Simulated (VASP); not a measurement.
Crystal: W.

```
W
1.0
    -1.58234    1.58234    1.58234
     1.58234   -1.58234    1.58234
     1.58234    1.58234   -1.58234
W
1
Direct
  0.00000 0.00000 0.00000
```

| Item | Value |
| --- | --- |
| Program | VASP 6.6.1 |
| Task | relaxation of cell and atoms |
| Functional | PBE |
| Potentials or basis | VASP PAW PBE potentials, release 64 (W_sv) |
| Cutoff | 520 eV |
| k mesh | 6 × 6 × 6 |
| Occupations | gaussian, width 0.1 eV |
| Spin | no spin polarisation |

At the start: pressure 4.3 GPa; volume 15.85 Å³/atom.

**Question.** Where does the relaxation end?

**Answer.** Over 4 steps the energy falls by 2.9 meV/atom and the volume is 16.06 Å³/atom (+1.4 %); space group Im-3m (No. 229, to 0.05 Å).

Step by step:
| step | energy change (eV) | largest force (eV/Å) | pressure (GPa) | volume (Å³) |
| --- | --- | --- | --- | --- |
| 1 | 0.0000 | 0.0000 | 4.31 | 15.85 |
| 2 | 0.0308 | 0.0000 | -13.19 | 16.85 |
| 3 | -0.0029 | 0.0000 | -0.07 | 16.07 |
| 4 | -0.0029 | 0.0000 | 0.01 | 16.06 |

Final structure:
```
W
1.0
    -1.58952    1.58952    1.58952
     1.58952   -1.58952    1.58952
     1.58952    1.58952   -1.58952
W
1
Direct
  0.00000 0.00000 0.00000
```

Caveat: the k mesh is coarse (spacing up to 0.47 Å⁻¹), so the values aren't converged.
